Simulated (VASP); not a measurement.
The system is MnSiSe3.

```
Mn Si Se
1.0
     4.83412    0.00000    0.00000
     0.00000    4.83412    0.00000
     0.00000    0.00000    4.83412
Mn Si Se
1 1 3
Direct
  0.00000 0.00000 0.00000
  0.50000 0.50000 0.50000
  0.00000 0.50000 0.50000
  0.50000 0.00000 0.50000
  0.50000 0.50000 0.00000
```

The cell was built by a generator and needn't be a form met in nature.

Base run:

| Quantity | Value |
| --- | --- |
| Program | VASP 6.6.1 |
| Functional | PBE |
| Potentials or basis | VASP PAW PBE potentials, release 64 (Mn_pv, Si, Se) |
| Cutoff | 520 eV |
| k mesh | 5 × 5 × 5 |
| Occupations | fermi-dirac, width 0.05 eV |
| Spin | collinear spin, ferromagnetic start |
| Starting moments | [4.0, 0.0, 0.0, 0.0, 0.0] μB |

Its results: pressure 0.1 GPa; net moment 5.28 μB per cell; site moments Mn +4.50; Si +0.05; Se +0.06 μB.

Q: The run is repeated on the same cell with these changes: functional from PBE to AM05. What comes out?

A: Pressure -2.4 GPa; net moment 5.28 μB per cell; site moments Mn +4.50; Si +0.05; Se +0.06 μB.

AM05 binds more tightly than PBE, so the same cell stands under less pressure.

Caveats: a cell with one magnetic atom can't hold antiferromagnetic order, which such compounds often take; the PAW data sets were made with another functional, which shifts forces and pressure a little (some runs).
